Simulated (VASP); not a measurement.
OSZICAR of a VASP run on AuZn (CsCl type):

File OSZICAR:
```
       N       E                     dE             d eps       ncg     rms          rms(c)
DAV:   1     0.127342201148E+03    0.12734E+03   -0.11727E+04  2552   0.198E+03
DAV:   2    -0.103071323222E+01   -0.12837E+03   -0.12441E+03  2632   0.347E+02
DAV:   3    -0.516822957963E+01   -0.41375E+01   -0.41142E+01  3038   0.709E+01
DAV:   4    -0.519301638822E+01   -0.24787E-01   -0.24785E-01  2849   0.485E+00
DAV:   5    -0.519330809622E+01   -0.29171E-03   -0.29171E-03  3185   0.534E-01    0.821E+00
DAV:   6    -0.477867622731E+01    0.41463E+00   -0.14524E+00  2590   0.144E+01    0.525E+00
DAV:   7    -0.475390963986E+01    0.24767E-01   -0.34680E-02  3363   0.405E+00    0.280E+00
DAV:   8    -0.474586840257E+01    0.80412E-02   -0.95759E-03  2926   0.118E+00    0.138E-01
DAV:   9    -0.474589942987E+01   -0.31027E-04   -0.38911E-04  2836   0.235E-01    0.733E-02
DAV:  10    -0.474591164738E+01   -0.12218E-04   -0.44563E-05  3134   0.130E-01    0.170E-02
DAV:  11    -0.474591154267E+01    0.10471E-06   -0.13532E-05  2919   0.948E-02    0.358E-03
DAV:  12    -0.474591149947E+01    0.43199E-07   -0.33541E-07  2830   0.130E-02
   1 F= -.59650684E+01 E0= -.59649498E+01  d E =-.355865E-03
```

### Question
Which electronic solver shows in the log?

### Answer
It is blocked Davidson (ALGO = Normal, or the opening steps of other solvers). The INCAR had ALGO = Normal.

### Question
Can the final energy be trusted as converged?

### Answer
The calculation finished and met its thresholds. It stopped with EDIFF = 1E-7, NELM = 100 (PBE GGA with D3 dispersion (zero damping), plane waves, VASP's PBE PAW potentials (set 64)).

The compound is AuZn in the CsCl type structure. It was relaxed first. The electron count is odd and the run is not spin-polarised, which forces a metal.
